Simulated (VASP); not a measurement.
An input for Quantum ESPRESSO's pw.x (written as the equivalent of a VASP run, and not itself run):

```
&CONTROL
  calculation = 'vc-relax'
  pseudo_dir = './pseudo'
  outdir = './out'
  tprnfor = .true.
  tstress = .true.
  nstep = 60
  forc_conv_thr = 0.00039
/
&SYSTEM
  ibrav = 0
  nat = 2
  ntyp = 2
  ecutwfc = 84
  occupations = 'smearing'
  smearing = 'methfessel-paxton'
  degauss = 0.00735
  input_dft = 'vdw-df-ob86'
/
&ELECTRONS
  conv_thr = 7.3e-08
  electron_maxstep = 100
/
&IONS
/
&CELL
/
ATOMIC_SPECIES
  Zr 91.224 Zr.upf
  N 14.007 N.upf
CELL_PARAMETERS angstrom
     0.0000000    2.2900000    2.2900000
     2.2900000    0.0000000    2.2900000
     2.2900000    2.2900000    0.0000000
ATOMIC_POSITIONS crystal
  Zr   0.0000000  0.0000000  0.0000000
  N    0.5000000  0.5000000  0.5000000
K_POINTS automatic
  12 12 12 0 0 0
```

**Question.** Translate this input to VASP (INCAR, KPOINTS, POSCAR, choice of POTCAR).

**Answer.** Several could match; the one computed here: 
**POSCAR**
```
ZrN
1
    0.0000000000     2.2900000000     2.2900000000
    2.2900000000     0.0000000000     2.2900000000
    2.2900000000     2.2900000000     0.0000000000
Zr N
1 1
Direct
  0.0000000000   0.0000000000   0.0000000000
  0.5000000000   0.5000000000   0.5000000000
```

**KPOINTS**
```
Automatic
0
G
 12 12 12
0 0 0
```

**INCAR**
```
SYSTEM = ZrN
PREC = Accurate; ENCUT = 520; LREAL = F
LASPH = T
EDIFF = 1E-6; NELM = 100; ALGO = Normal
LMAXMIX = 4
ISMEAR = 1; SIGMA = 0.1
GGA = MK; LUSE_VDW = T; AGGAC = 0.0
PARAM1 = 0.1234; PARAM2 = 1.0
IBRION = 2; NSW = 60; ISIF = 3
EDIFFG = -0.01
LWAVE = F; LCHARG = F
```

POTCAR, in this order: Zr_sv N (PBE.64 set). Program: vasp_std.

What does not carry over: the potentials are each code's own (VASP's PAW set, PseudoDojo norm-conserving files in pw.x), so ENCUT and ecutwfc are chosen apart and not converted; conv_thr bounds pw.x's estimated SCF error, while EDIFF bounds the energy change between steps; forc_conv_thr acts on force components and is met together with etot_conv_thr.

The compound is ZrN in the rock salt structure. This run relaxes it. Symmetry was kept, so distortions that lower it aren't found.
